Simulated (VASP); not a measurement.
Calculation: r2SCAN+rVV10, VASP's PBE PAW potentials (set 64) (plane waves; VASP).

VASP ran on this input.

File POSCAR:
```
PtS2
1.0
  1.7784426075  -3.0803530260   0.0000000000
  1.7784426075   3.0803530260   0.0000000000
  0.0000000000   0.0000000000   5.1218980264
Pt S
1 2
Direct
  0.0000000000   0.0000000000   0.0000000000
  0.3333330000   0.6666670000   0.2388789450
  0.6666670000   0.3333330000   0.7611210550
```

KPOINTS:
```
K-points
0
Gamma
  7 7 4
0 0 0
```

**INCAR**
```
! general
SYSTEM  =PtS2
PREC    =Accurate
ENCUT   =520
LREAL   =F
LASPH   =T

! electronic loop
EDIFF   =1E-6
NELM    =100
ALGO    =Normal
LMAXMIX =6
LMIXTAU =T

! smearing
ISMEAR  =0
SIGMA   =0.05

! functional
METAGGA =R2SCAN
LUSE_VDW=T
BPARAM  =11.95
CPARAM  =0.0093

! ions
IBRION  =2
NSW     =60
ISIF    =3
EDIFFG  =-0.02

! output
LWAVE   =F
LCHARG  =F
```

POTCAR, in this order: Pt S (PBE.64 set). Program: vasp_std.

Output of the run:

File OUTCAR:
```
 ion  position               nearest neighbor table
   1  0.000  0.000  0.000-   2 2.39   3 2.39   3 2.39   2 2.39   3 2.39   2 2.39
   2  0.333  0.667  0.239-   1 2.39   1 2.39   1 2.39
   3  0.667  0.333  0.761-   1 2.39   1 2.39   1 2.39
  LATTYP: Found a hexagonal cell.
 ALAT       =     3.5568852769
 C/A-ratio  =     1.4399952845
 Subroutine PRICEL returns:
 Original cell was already a primitive cell.
 Subroutine GETGRP returns: Found 12 space group operations
The static configuration has the point symmetry D_3d.
The dynamic configuration has the point symmetry D_3d.
 Subroutine INISYM returns: Found 12 space group operations
 Subroutine IBZKPT returns following result:
 Found     28 irreducible k-points:

 Following reciprocal coordinates:
            Coordinates               Weight
  0.000000  0.000000  0.000000      1.000000
  0.142857  0.000000  0.000000      6.000000
  0.285714 -0.000000  0.000000      6.000000
  0.428571  0.000000  0.000000      6.000000
  0.142857  0.142857  0.000000      6.000000
  0.285714  0.142857  0.000000     12.000000
  0.428571  0.142857  0.000000      6.000000
  0.285714  0.285714  0.000000      6.000000
  0.000000  0.000000  0.250000      2.000000
  0.142857  0.000000  0.250000      6.000000
  0.000000  0.142857  0.250000      6.000000
  0.285714 -0.000000  0.250000      6.000000
 -0.000000  0.285714  0.250000      6.000000
  0.428571  0.000000  0.250000      6.000000
  0.000000  0.428571  0.250000      6.000000
  0.142857  0.142857  0.250000     12.000000
  0.285714  0.142857  0.250000     12.000000
 -0.142857  0.428571  0.250000     12.000000
  0.428571  0.142857  0.250000     12.000000
  0.285714  0.285714  0.250000     12.000000
  0.000000  0.000000  0.500000      1.000000
  0.142857  0.000000  0.500000      6.000000
...
```

### OSZICAR
```
       N       E                     dE             d eps       ncg     rms          rms(c)
DAV:   1     0.625633798599E+02    0.62563E+02   -0.10770E+04   864   0.134E+03
DAV:   2    -0.701420294984E+02   -0.13271E+03   -0.12962E+03  1078   0.252E+02
DAV:   3    -0.754531383399E+02   -0.53111E+01   -0.52922E+01  1071   0.553E+01
DAV:   4    -0.755125148971E+02   -0.59377E-01   -0.59354E-01  1113   0.626E+00
DAV:   5    -0.755135263569E+02   -0.10115E-02   -0.10114E-02  1099   0.791E-01    0.188E+01
DAV:   6    -0.694217185331E+02    0.60918E+01   -0.11464E+01   889   0.356E+01    0.140E+01
DAV:   7    -0.683750455302E+02    0.10467E+01   -0.17359E+00   896   0.151E+01    0.667E+00
DAV:   8    -0.683984010086E+02   -0.23355E-01   -0.21431E-01  1029   0.394E+00    0.167E+00
DAV:   9    -0.684035283318E+02   -0.51273E-02   -0.50879E-02   910   0.280E+00    0.300E-01
DAV:  10    -0.684151514406E+02   -0.11623E-01   -0.15305E-02   910   0.117E+00    0.225E-01
DAV:  11    -0.684106225463E+02    0.45289E-02   -0.48507E-03   882   0.847E-01    0.223E-01
DAV:  12    -0.684154786171E+02   -0.48561E-02   -0.32143E-03   854   0.680E-01    0.506E-02
DAV:  13    -0.684157689835E+02   -0.29037E-03   -0.39093E-04   980   0.250E-01    0.248E-02
DAV:  14    -0.684157614577E+02    0.75259E-05   -0.75766E-05   931   0.112E-01    0.132E-02
DAV:  15    -0.684158261423E+02   -0.64685E-04   -0.44331E-05   889   0.742E-02    0.409E-03
DAV:  16    -0.684158231601E+02    0.29822E-05   -0.48375E-06  1120   0.275E-02    0.303E-03
DAV:  17    -0.684158253351E+02   -0.21750E-05   -0.44206E-07   511   0.668E-03    0.883E-04
DAV:  18    -0.684158257131E+02   -0.37798E-06   -0.13790E-07   441   0.473E-03
   1 F= -.68415826E+02 E0= -.68415826E+02  d E =-.684158E+02
```

File OUTCAR:
```
------------------------ aborting loop because EDIFF is reached ----------------------------------------
  FORCE on cell =-STRESS in cart. coord.  units (eV):
  Direction    XX          YY          ZZ          XY          YZ          ZX
  --------------------------------------------------------------------------------------
  Total       -0.0304096     -0.0304096      0.0372670      0.0000000     -0.0000000     -0.0000000
  in kB       -0.8682014     -0.8682014      1.0639795      0.0000000     -0.0000000     -0.0000000
  external PRESSURE =      -0.2241411 kB  Pullay stress =       0.0000000 kB
  volume of cell :       56.12
      direct lattice vectors                 reciprocal lattice vectors
     1.778442607 -3.080353026  0.000000000     0.281144861 -0.162319058  0.000000000
     1.778442607  3.080353026  0.000000000     0.281144861  0.162319058  0.000000000
     0.000000000  0.000000000  5.121898026     0.000000000  0.000000000  0.195240123
 POSITION                                       TOTAL-FORCE (eV/Angst)
 -----------------------------------------------------------------------------------
      0.00000      0.00000      0.00000        -0.000000      0.000000      0.000000
      1.77844      1.02679      1.22351         0.000000      0.000000      0.015625
      1.77844     -1.02679      3.89838        -0.000000     -0.000000     -0.015625
 -----------------------------------------------------------------------------------
    total drift:                                0.000000      0.000000      0.000000
  FREE ENERGIE OF THE ION-ELECTRON SYSTEM (eV)
  ---------------------------------------------------
  free  energy   TOTEN  =       -68.4158257131 eV

  energy  without entropy=      -68.4158257131  energy(sigma->0) =      -68.41582571

 reached required accuracy - stopping structural energy minimisation
```
(Selected blocks of OUTCAR.)

The compound is PtS2 in the 1T layered structure. It was relaxed first. The start is the result of an earlier pass.
